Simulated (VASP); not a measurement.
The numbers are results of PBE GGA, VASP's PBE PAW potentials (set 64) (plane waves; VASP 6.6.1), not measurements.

Input for VASP

INCAR:
```
SYSTEM = Ga35N36
PREC = Normal
ENCUT = 400
EDIFF = 1E-5
NELM = 100
ALGO = Fast
LREAL = Auto
LASPH = .TRUE.
ISMEAR = 0
SIGMA = 0.05
GGA = PE
LMAXMIX = 4
LWAVE = .TRUE.
LCHARG = .FALSE.
NELMIN = 4
ISYM = 0
NELECT = 286.0
IBRION = 2
ISIF = 2
NSW = 60
EDIFFG = -0.03
```

### POSCAR
```
Ga35N36
1.0
  4.8683178927  -8.4321738171   0.0000000000
  4.8683178927   8.4321738171   0.0000000000
  0.0000000000   0.0000000000  10.5562839806
Ga N
35 36
Cart
  1.6227710081  -0.9369072650   2.6390709951
  1.6227710081   0.9369072650   0.0000000000
  1.6227710081  -0.9369072650   7.9172129854
  1.6004887171   0.9578274882   5.2702670025
  3.2014691344   1.8993724488   2.5947029336
  3.2455468846   3.7476374921   0.0000000000
  3.2602345997   1.8338797548   7.9022863999
  3.2339164731   3.7420975539   5.3266586715
  4.8683178927   4.6845447571   2.6390709951
  4.8683178927   6.5583592871   0.0000000000
  4.8683178927   4.6845447571   7.9172129854
  4.8683178927   6.5583592871   5.2781419903
  3.2455468846  -3.7476374921   2.6390709951
  3.2455420163  -1.8738145300   0.0000000000
  3.2455468846  -3.7476374921   7.9172129854
  3.2358443270  -1.9192808112   5.2536936366
  4.8932826269  -0.9266621738   2.6806944229
  4.8683178927   0.9369156972   0.0000000000
  4.8189190710  -0.9258105242   7.9540121914
  6.5151043130   1.8714703857   2.6594868484
  6.4910889008   3.7476374921   0.0000000000
  6.4702232903   1.8961344941   7.8764129479
  6.4429461052   3.7681698354   5.3077840357
  4.8683178927  -6.5583592871   2.6390709951
  4.8683178927  -4.6845447571   0.0000000000
  4.8683178927  -6.5583592871   7.9172129854
  4.8683178927  -4.6845447571   5.2781419903
  6.4910889008  -3.7476374921   2.6390709951
  6.4910937691  -1.8738145300   0.0000000000
  6.4910889008  -3.7476374921   7.9172129854
  6.4871650366  -1.8531810007   5.3249274409
  8.1138647773  -0.9369072650   2.6390709951
  8.1138647773   0.9369072650   0.0000000000
  8.1138647773  -0.9369072650   7.9172129854
  8.1563067727   0.9105314253   5.3166935394
  1.6227710081  -0.9369072650   4.6289305255
  1.6227710081   0.9369072650   1.9898595303
  1.6227710081  -0.9369072650   9.9070725158
  1.6227710081   0.9369072650   7.2680015206
  3.2502983628   1.8680384909   4.5817439361
  3.2455468846   3.7476374921   1.9898595303
  3.2455420163   1.8738145300   9.9070725158
  3.2455468846   3.7476374921   7.2680015206
  4.8683178927   4.6845447571   4.6289305255
  4.8683178927   6.5583592871   1.9898595303
  4.8683178927   4.6845447571   9.9070725158
  4.8683178927   6.5583592871   7.2680015206
  3.2455468846  -3.7476374921   4.6289305255
  3.2455420163  -1.8738145300   1.9898595303
  3.2455468846  -3.7476374921   9.9070725158
  3.2455420163  -1.8738145300   7.2680015206
  4.8492389549  -0.9093340566   4.5998057380
  4.8683178927   0.9369156972   1.9898595303
  4.8683178927  -0.9369156972   9.9070725158
  4.8337674406   0.8917951351   7.2601476454
  6.4767711779   1.9166162443   4.5809099897
  6.4910889008   3.7476374921   1.9898595303
  6.4910937691   1.8738145300   9.9070725158
  6.4910889008   3.7476374921   7.2680015206
  4.8683178927  -6.5583592871   4.6289305255
  4.8683178927  -4.6845447571   1.9898595303
  4.8683178927  -6.5583592871   9.9070725158
  4.8683178927  -4.6845447571   7.2680015206
  6.4910889008  -3.7476374921   4.6289305255
  6.4910937691  -1.8738145300   1.9898595303
  6.4910889008  -3.7476374921   9.9070725158
  6.4910937691  -1.8738145300   7.2680015206
  8.1138647773  -0.9369072650   4.6289305255
  8.1138647773   0.9369072650   1.9898595303
  8.1138647773  -0.9369072650   9.9070725158
  8.1138647773   0.9369072650   7.2680015206
```

**KPOINTS**
```
Automatic mesh
0
Gamma
1 1 1
0 0 0
```

POTCAR, in this order: Ga N (PBE.64 set). Program: vasp_gam.

The run wrote:

OSZICAR:
```
...
RMM:   2    -0.420292435138E+03   -0.94313E-03   -0.84061E-03   358   0.194E-01    0.337E-01
RMM:   3    -0.420292364042E+03    0.71096E-04   -0.18780E-03   406   0.792E-02    0.240E-01
RMM:   4    -0.420292346022E+03    0.18020E-04   -0.26326E-04   358   0.412E-02    0.248E-01
RMM:   5    -0.420292127598E+03    0.21842E-03   -0.98393E-05   315   0.234E-02    0.922E-02
RMM:   6    -0.420292141020E+03   -0.13422E-04   -0.27551E-04   370   0.331E-02    0.346E-02
RMM:   7    -0.420292161029E+03   -0.20009E-04   -0.39377E-05   267   0.124E-02    0.833E-02
RMM:   8    -0.420292133576E+03    0.27453E-04   -0.10673E-05   218   0.816E-03    0.101E-02
RMM:   9    -0.420292139125E+03   -0.55493E-05   -0.19192E-05   222   0.790E-03
  14 F= -.42029214E+03 E0= -.42025637E+03  d E =-.158434E-02
       N       E                     dE             d eps       ncg     rms          rms(c)
DAV:   1    -0.420292138735E+03   -0.51593E-05   -0.19614E-05   292   0.112E-02    0.363E-03
RMM:   2    -0.420292140116E+03   -0.13810E-05   -0.25759E-06   204   0.367E-03    0.212E-02
RMM:   3    -0.420292138417E+03    0.16998E-05   -0.38351E-07   110   0.202E-03    0.399E-03
RMM:   4    -0.420292139162E+03   -0.74493E-06   -0.13593E-07    70   0.162E-03
  15 F= -.42029214E+03 E0= -.42025633E+03  d E =-.158438E-02
       N       E                     dE             d eps       ncg     rms          rms(c)
DAV:   1    -0.420292555372E+03   -0.41696E-03   -0.29279E-01   364   0.125E+00    0.137E-01
RMM:   2    -0.420297453507E+03   -0.48981E-02   -0.59198E-03   363   0.152E-01    0.121E+00
RMM:   3    -0.420291507023E+03    0.59465E-02   -0.15505E-03   366   0.100E-01    0.123E-01
RMM:   4    -0.420293109900E+03   -0.16029E-02   -0.48259E-04   359   0.603E-02    0.280E-01
RMM:   5    -0.420292854057E+03    0.25584E-03   -0.14937E-04   330   0.292E-02    0.735E-02
RMM:   6    -0.420293015144E+03   -0.16109E-03   -0.80920E-05   298   0.196E-02    0.199E-01
RMM:   7    -0.420292865750E+03    0.14939E-03   -0.70566E-05   319   0.176E-02    0.500E-02
RMM:   8    -0.420292886597E+03   -0.20847E-04   -0.19339E-05   228   0.102E-02    0.123E-02
RMM:   9    -0.420292890347E+03   -0.37501E-05   -0.43611E-06   205   0.459E-03
  16 F= -.42029289E+03 E0= -.42025706E+03  d E =-.751186E-03
       N       E                     dE             d eps       ncg     rms          rms(c)
DAV:   1    -0.420292890743E+03   -0.41459E-05   -0.21106E-04   364   0.334E-02    0.343E-03
RMM:   2    -0.420292892835E+03   -0.20919E-05   -0.39706E-06   202   0.411E-03    0.253E-02
RMM:   3    -0.420292890364E+03    0.24711E-05   -0.72616E-07   127   0.240E-03    0.422E-03
RMM:   4    -0.420292891212E+03   -0.84778E-06   -0.26015E-07    88   0.179E-03
  17 F= -.42029289E+03 E0= -.42025702E+03  d E =-.752050E-03
       N       E                     dE             d eps       ncg     rms          rms(c)
DAV:   1    -0.420292950352E+03   -0.59988E-04   -0.32637E-01   358   0.134E+00    0.112E-01
RMM:   2    -0.420295660413E+03   -0.27101E-02   -0.57102E-03   359   0.152E-01    0.914E-01
RMM:   3    -0.420292790083E+03    0.28703E-02   -0.12041E-03   384   0.754E-02    0.154E-01
RMM:   4    -0.420293603623E+03   -0.81354E-03   -0.32824E-04   364   0.437E-02    0.251E-01
RMM:   5    -0.420293346088E+03    0.25754E-03   -0.98666E-05   326   0.275E-02    0.383E-02
RMM:   6    -0.420293409098E+03   -0.63010E-04   -0.16302E-04   348   0.240E-02    0.868E-02
RMM:   7    -0.420293388590E+03    0.20508E-04   -0.28222E-05   240   0.111E-02    0.354E-02
RMM:   8    -0.420293389423E+03   -0.83279E-06   -0.70461E-06   216   0.685E-03
  18 F= -.42029339E+03 E0= -.42025749E+03  d E =-.498211E-03
       N       E                     dE             d eps       ncg     rms          rms(c)
DAV:   1    -0.420293390889E+03   -0.22993E-05   -0.22262E-03   404   0.110E-01    0.855E-03
RMM:   2    -0.420293402058E+03   -0.11169E-04   -0.34644E-05   244   0.119E-02    0.556E-02
RMM:   3    -0.420293391227E+03    0.10831E-04   -0.62356E-06   199   0.566E-03    0.863E-03
RMM:   4    -0.420293395843E+03   -0.46159E-05   -0.20129E-06   165   0.335E-03
  19 F= -.42029340E+03 E0= -.42025758E+03  d E =-.504632E-03
       N       E                     dE             d eps       ncg     rms          rms(c)
DAV:   1    -0.420293428455E+03   -0.37228E-04   -0.24131E-01   358   0.115E+00    0.157E-01
RMM:   2    -0.420306833336E+03   -0.13405E-01   -0.70766E-03   367   0.146E-01    0.254E+00
RMM:   3    -0.420287308854E+03    0.19524E-01   -0.27883E-03   360   0.150E-01    0.232E-01
RMM:   4    -0.420293623435E+03   -0.63146E-02   -0.10509E-03   362   0.957E-02    0.276E-01
RMM:   5    -0.420293677387E+03   -0.53953E-04   -0.28315E-04   341   0.442E-02    0.588E-02
RMM:   6    -0.420293732641E+03   -0.55254E-04   -0.78894E-05   321   0.219E-02    0.645E-02
RMM:   7    -0.420293734199E+03   -0.15574E-05   -0.22319E-05   232   0.935E-03
  20 F= -.42029373E+03 E0= -.42025776E+03  d E =-.338356E-03
       N       E                     dE             d eps       ncg     rms          rms(c)
DAV:   1    -0.420293724120E+03    0.85215E-05   -0.33493E-03   396   0.136E-01    0.347E-02
RMM:   2    -0.420294351809E+03   -0.62769E-03   -0.27084E-04   355   0.241E-02    0.444E-01
RMM:   3    -0.420293488279E+03    0.86353E-03   -0.13077E-04   302   0.294E-02    0.360E-02
RMM:   4    -0.420293724890E+03   -0.23661E-03   -0.44614E-05   238   0.181E-02    0.442E-02
RMM:   5    -0.420293730159E+03   -0.52687E-05   -0.92177E-06   194   0.737E-03
  21 F= -.42029373E+03 E0= -.42025784E+03  d E =-.334316E-03
       N       E                     dE             d eps       ncg     rms          rms(c)
DAV:   1    -0.420293778961E+03   -0.54071E-04   -0.91928E-02   358   0.706E-01    0.118E-01
RMM:   2    -0.420299072884E+03   -0.52939E-02   -0.29866E-03   366   0.955E-02    0.109E+00
RMM:   3    -0.420292601659E+03    0.64712E-02   -0.11762E-03   362   0.802E-02    0.103E-01
RMM:   4    -0.420293892364E+03   -0.12907E-02   -0.35644E-04   346   0.472E-02    0.150E-01
RMM:   5    -0.420293866793E+03    0.25572E-04   -0.91030E-05   306   0.222E-02    0.398E-02
RMM:   6    -0.420293890719E+03   -0.23927E-04   -0.25359E-05   236   0.119E-02    0.741E-02
RMM:   7    -0.420293876576E+03    0.14143E-04   -0.73242E-06   211   0.612E-03    0.397E-02
RMM:   8    -0.420293876716E+03   -0.14028E-06   -0.79596E-06   215   0.563E-03
  22 F= -.42029388E+03 E0= -.42025786E+03  d E =-.146557E-03
       N       E                     dE             d eps       ncg     rms          rms(c)
DAV:   1    -0.420293887796E+03   -0.11220E-04   -0.30714E-03   380   0.129E-01    0.356E-02
RMM:   2    -0.420294590057E+03   -0.70226E-03   -0.20793E-04   345   0.218E-02    0.535E-01
RMM:   3    -0.420293531352E+03    0.10587E-02   -0.14780E-04   309   0.327E-02    0.470E-02
RMM:   4    -0.420293883271E+03   -0.35192E-03   -0.58735E-05   245   0.220E-02    0.435E-02
RMM:   5    -0.420293888790E+03   -0.55186E-05   -0.10877E-05   196   0.830E-03
  23 F= -.42029389E+03 E0= -.42025805E+03  d E =-.158631E-03
       N       E                     dE             d eps       ncg     rms          rms(c)
DAV:   1    -0.420293920320E+03   -0.37049E-04   -0.56166E-02   358   0.546E-01    0.609E-02
RMM:   2    -0.420295021210E+03   -0.11009E-02   -0.10539E-03   361   0.630E-02    0.577E-01
RMM:   3    -0.420293692477E+03    0.13287E-02   -0.27867E-04   361   0.391E-02    0.587E-02
RMM:   4    -0.420294041960E+03   -0.34948E-03   -0.97351E-05   301   0.246E-02    0.136E-01
RMM:   5    -0.420293972273E+03    0.69688E-04   -0.22096E-05   233   0.119E-02    0.208E-02
RMM:   6    -0.420293987419E+03   -0.15147E-04   -0.15704E-05   222   0.932E-03    0.164E-02
RMM:   7    -0.420293990569E+03   -0.31500E-05   -0.42612E-06   205   0.409E-03
  24 F= -.42029399E+03 E0= -.42025808E+03  d E =-.101780E-03
```

### OUTCAR
```
------------------------ aborting loop because EDIFF is reached ----------------------------------------
  FORCE on cell =-STRESS in cart. coord.  units (eV):
  Direction    XX          YY          ZZ          XY          YZ          ZX
  --------------------------------------------------------------------------------------
  Total        0.1392833      0.5778246     -7.0889788     -0.1046464     -0.0451079      0.0062678
  in kB        0.2574840      1.0681866    -13.1049304     -0.1934529     -0.0833881      0.0115868
  external PRESSURE =      -3.9264199 kB  Pullay stress =       0.0000000 kB
  volume of cell :      866.68
      direct lattice vectors                 reciprocal lattice vectors
     4.868317893 -8.432173817  0.000000000     0.102704879 -0.059296690  0.000000000
     4.868317893  8.432173817  0.000000000     0.102704879  0.059296690  0.000000000
     0.000000000  0.000000000 10.556283981     0.000000000  0.000000000  0.094730305
  FREE ENERGIE OF THE ION-ELECTRON SYSTEM (eV)
  ---------------------------------------------------
  free  energy   TOTEN  =      -420.2939905694 eV

  energy  without entropy=     -420.2221597627  energy(sigma->0) =     -420.25807517

 reached required accuracy - stopping structural energy minimisation
```
(Selected blocks of OUTCAR.)

**CONTCAR**
```
Ga35N36
   1.00000000000000
     4.8683178927000004   -8.4321738171000007    0.0000000000000000
     4.8683178927000004    8.4321738171000007    0.0000000000000000
     0.0000000000000000    0.0000000000000000   10.5562839805999999
  Ga              N
    35    36
Direct
     0.2221155556091063    0.1112457181472978    0.2501994200625976
     0.1105524049476100    0.2217698902820933    0.9996945494406573
     0.2221638394365721    0.1110395338415225    0.7500501083011049
     0.1137124801520645    0.2240520561656681    0.5010624199470270
     0.2220937555196431    0.4443728161232607    0.2498486348829290
     0.1106010835030714    0.5553426129322205    0.9996374325354235
     0.2246210282843441    0.4454164106589010    0.7489758061768793
     0.1134406334612217    0.5560482475606199    0.5010030697788110
     0.2220911475736941    0.7774162650932200    0.2501942241169366
     0.1110630815932061    0.8888301298476243    0.0004527664609102
     0.2219366315023877    0.7771022292011232    0.7499704398025012
     0.1108742971022497    0.8886858263158303    0.5000286061632575
     0.5545396263817621    0.1106082011764974    0.2512253991221045
     0.4444392178593083    0.2217427603660359    0.9996718891670601
     0.5552085361494621    0.1107128710702685    0.7495598685365662
     0.4432581125543208    0.2241203926283283    0.5012874792179621
     0.5550617971713143    0.4444928911504996    0.2500124414335444
     0.4441342749110335    0.5553438835147423    0.9960590670912027
     0.5540543025000948    0.4453887088554427    0.7493703108373280
     0.5551787342492484    0.7774589370111196    0.2497495753236513
     0.4443929486275326    0.8891863898254330    0.9996153104176240
     0.5541745783969673    0.7750496991221399    0.7491527547170007
     0.4432040717503961    0.8856421878803162    0.5011425268734995
     0.8888931121792953    0.1106168734603878    0.2510752633294914
     0.7777307907563070    0.2221878248572185    0.0006391423023609
     0.8887422926205022    0.1108433691007547    0.7495359480616141
     0.7773962982657565    0.2219850983942525    0.4994387271540615
     0.8888193531885118    0.4449239337138970    0.2510834334125132
     0.7779882898112123    0.5553806206822740    0.9996562144773615
     0.8886048107160215    0.4440788440854159    0.7495781029413524
     0.7751509505399807    0.5561466982294516    0.5012292566420737
     0.8883108163875510    0.7774826455220257    0.2501797583490754
     0.7779598496813044    0.8891450888926228    0.9995928782586685
     0.8884408250551900    0.7773134300289476    0.7500288016664020
     0.7753691825253217    0.8856967746584977    0.5011039116417187
     0.2217258686371243    0.1104840574266059    0.4387078630104511
     0.1102877939068318    0.2206473821596427    0.1872731459679776
     0.2218916152652018    0.1105408128207312    0.9381338372783048
     0.1106744970407038    0.2214185983920212    0.6890122751635024
     0.1999120957091702    0.4332517680996906    0.4314645059870403
     0.1102950208851402    0.5562561593042681    0.1872800779422191
     0.2194442551377386    0.4429728547658334    0.9397988106076478
     0.1104845309320813    0.5552911968267017    0.6889930015392280
     0.2216860095931188    0.7776938814974742    0.4386690288249273
     0.1108686556747044    0.8886975090970971    0.1888563961559228
     0.2218120830234254    0.7778227270667588    0.9380421055060639
     0.1108912313295941    0.8885420028555129    0.6884282033531612
     0.5542787134059156    0.1104326789331412    0.4395710326724025
     0.4433304210630192    0.2208109183397889    0.1873608025310616
     0.5559556787107488    0.1112375949856608    0.9380162092445815
     0.4440028081646807    0.2214642742363854    0.6892121430468486
     0.5658826611416344    0.4334152301379914    0.4317068950213885
     0.4440998290309146    0.5554367940275761    0.1862323829335308
     0.5566272664177330    0.4430172978670270    0.9400287835407866
     0.4442926256752585    0.5552399358809327    0.7083348986971142
     0.5662097811189527    0.7994507719978566    0.4313980893779256
     0.4432588237051961    0.8892531585392333    0.1872233330131884
     0.5566644773742416    0.7801447197151686    0.9398944230954278
     0.4438966192851247    0.8887317286657664    0.6891231093754704
     0.8889968110492315    0.1104560598552688    0.4394253793006808
     0.7774691593660644    0.2220570081248357    0.1893134808861462
     0.8885157284482410    0.1112331359826910    0.9379865849321095
     0.7774817260825401    0.2218468092763879    0.6880236577221270
     0.8887452861244427    0.4450695573651706    0.4394646484023682
     0.7787737606061683    0.5563103501550539    0.1873350804680820
     0.8884937316305103    0.4438624328667633    0.9380441301310881
     0.7779589816240799    0.5553884792494781    0.6891829611784108
     0.8890473873700334    0.7777842270059809    0.4387159465949106
     0.7788965776203052    0.8892128812404297    0.1872478603361180
     0.8892704002231060    0.7778943566696076    0.9381194375404276
     0.7781043766634429    0.8888887881735144    0.6890589399780265
```

OUTCAR:
```
 val. band max:        2.8903400891   @ k =   0.0000   0.0000   0.0000

 cond. band min:       4.1537372050   @ k =   0.0000   0.0000   0.0000


 Fermi energy:         2.8964251497

 k-point     1 :       0.0000    0.0000    0.0000
  band No.  band energies     occupation
      1     -13.0631      2.00000
      2     -12.2112      2.00000
      3     -12.1902      2.00000
      4     -11.8687      2.00000
      5     -11.8420      2.00000
      6     -11.8414      2.00000
      7     -11.7693      2.00000
      8     -11.7691      2.00000
      9     -11.5829      2.00000
     10     -11.2003      2.00000
     11     -11.1991      2.00000
     12     -11.1823      2.00000
     13     -11.1814      2.00000
     14     -11.1603      2.00000
     15     -11.1602      2.00000
     16     -11.1315      2.00000
     17     -11.1312      2.00000
     18     -11.0502      2.00000
     19     -11.0496      2.00000
     20     -11.0034      2.00000
     21     -10.8793      2.00000
     22     -10.6487      2.00000
     23     -10.4393      2.00000
     24     -10.4387      2.00000
     25     -10.4275      2.00000
     26     -10.4063      2.00000
     27     -10.3937      2.00000
     28     -10.3331      2.00000
     29     -10.3309      2.00000
     30     -10.3298      2.00000
     31     -10.2992      2.00000
     32     -10.2991      2.00000
     33     -10.0185      2.00000
     34     -10.0177      2.00000
     35     -10.0051      2.00000
     36      -9.7987      2.00000
     37      -4.2230      2.00000
     38      -3.5430      2.00000
     39      -3.5029      2.00000
     40      -3.5025      2.00000
     41      -3.4567      2.00000
     42      -3.3562      2.00000
     43      -3.3242      2.00000
     44      -3.3233      2.00000
     45      -3.2909      2.00000
     46      -3.2907      2.00000
     47      -3.1003      2.00000
     48      -3.0100      2.00000
     49      -2.9923      2.00000
     50      -2.9873      2.00000
     51      -2.9864      2.00000
...
```

At this cut-off the stress carries a Pulay error, which pulls relaxed volumes low. The cell is charged, with a uniform compensating background. The supercell is sampled at Γ alone, which is coarse: total energies, pressure and levels can be off, energies of defects by several tenths of an eV.

The cell is a supercell with a defect, built from GaN (wurtzite): vac_Ga, charge -1. The run is not spin-polarised, so no state with unpaired spins was tried.
